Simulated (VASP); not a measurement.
```yaml
crystal:
  lattice:
    - [0.00000, 3.24000, 3.24000]
    - [3.24000, 0.00000, 3.24000]
    - [3.24000, 3.24000, 0.00000]
  atoms:
    - { symbol: Cd, position: [0.00000, 0.00000, 0.00000] }
    - { symbol: Te, position: [0.25000, 0.25000, 0.25000] }
```
Cell charge -0.1.

Level of theory: PBE GGA, VASP's PBE PAW potentials (set 64) (plane waves; VASP 6.6.1). Run with NELECT = 18.1, 400 eV cut-off, 6×6×6 Γ-centred mesh, Gaussian smearing of 0.050 eV, potentials Cd Te.

The cell is charged, with a uniform compensating background. Unless said otherwise, spin-orbit coupling is left out, though it shifts the bands of the heavy elements here.

Estimate the energy per atom (σ→0), pressure, band gap (on the k-mesh) with the smallest direct gap where there is one.

```
Item                                                        Result
------------------------  ----------------------------------------
band gap (on the k-mesh)  none (metal, semimetal or under 0.01 eV)
energy per atom (σ→0)                               -2.180 eV/atom
pressure                                                  5.02 GPa
```

Total energies compare only between runs with the same potentials, cut-off and functional.

The compound is CdTe in the zinc blende structure. The cell was not relaxed at this level. The run is one of a series of settings (NELECT = 18.1 against the base run), some of them coarse on purpose.
